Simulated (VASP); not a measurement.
Data:

```
CELL_PARAMETERS angstrom
      2.83290     0.00000     0.00000
      0.00000     2.83290     0.00000
      0.00000     0.00000     2.83290
ATOMIC_POSITIONS crystal
  Al 0.50000 0.50000 0.50000
  Ni 0.00000 0.00000 0.00000
```

Computed with LDA (Ceperley-Alder, Perdew-Zunger) with spin-orbit coupling, VASP's LDA PAW potentials (set 64) (plane waves; VASP). Numerical set-up: 400 eV cut-off, 12×12×12 Γ-centred mesh, Gaussian smearing of 0.050 eV, potentials Al Ni.

Give the energies of bands 5 to 18 at the high-symmetry points, in eV from the Fermi level.

```tsv
band	Γ	X	M	R
5	-3.55	-3.05	-3.04	-4.36
6	-3.55	-3.05	-3.04	-4.36
7	-1.76	-2.52	-2.99	-1.12
8	-1.76	-2.52	-2.99	-1.12
9	-1.76	-2.43	-2.33	-1.12
10	-1.76	-2.43	-2.33	-1.12
11	-1.62	-1.61	-2.25	1.83
12	-1.62	-1.61	-2.25	1.83
13	5.54	-0.73	-1.15	2.00
14	5.54	-0.73	-1.15	2.00
15	5.69	8.38	1.51	2.00
16	5.69	8.38	1.51	2.00
17	5.69	10.13	2.68	4.01
18	5.69	10.13	2.68	4.01
```

It has no gap at this level: it comes out as a metal or semimetal.

The compound is NiAl in the CsCl type structure. It was relaxed first, which changed the volume by -6 %.
